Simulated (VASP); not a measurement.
A run of VASP 6.6.1 is set up as follows.

INCAR

```
ALGO = Fast
EDIFF = 1E-6
ENCUT = 520
GGA = PE
ISIF = 2
ISMEAR = 0
LASPH = T
LCHARG = F
LREAL = F
LWAVE = F
NBANDS = 52
NELM = 100
PREC = Accurate
SIGMA = 0.01
```

KPOINTS

```
k-points
0
Gamma
  4 4 4
```

File POSCAR:

```
Rb2ScCuF6
1.0
    0.0000000000      4.3328000000      4.3328000000
    4.3328000000      0.0000000000      4.3328000000
    4.3328000000      4.3328000000      0.0000000000
Rb Sc Cu F
2 1 1 6
Direct
    0.7500000000      0.7500000000      0.7500000000
    0.2500000000      0.2500000000      0.2500000000
    0.0000000000      0.0000000000      0.0000000000
    0.5000000000      0.5000000000      0.5000000000
    0.7641400000      0.2358600000      0.2358600000
    0.2358600000      0.2358600000      0.7641400000
    0.2358600000      0.7641400000      0.7641400000
    0.2358600000      0.7641400000      0.2358600000
    0.7641400000      0.2358600000      0.7641400000
    0.7641400000      0.7641400000      0.2358600000
```

Potentials or basis: VASP PAW PBE potentials, release 64 (Rb_sv, Sc_sv, Cu, F).

Run with:

```console
$ cat potpaw_PBE.64/Rb_sv/POTCAR potpaw_PBE.64/Sc_sv/POTCAR potpaw_PBE.64/Cu/POTCAR potpaw_PBE.64/F/POTCAR > POTCAR
$ mpirun -np 1 vasp_std > vasp.out
```

(1) Estimate the band gap on the k mesh.

(2) Predict the pressure.

(3) Predict the largest force.

Results:

(1) 1.44 eV, indirect (least direct gap 1.57 eV).

(2) 0.0 GPa.

(3) 0.006 eV/Å.
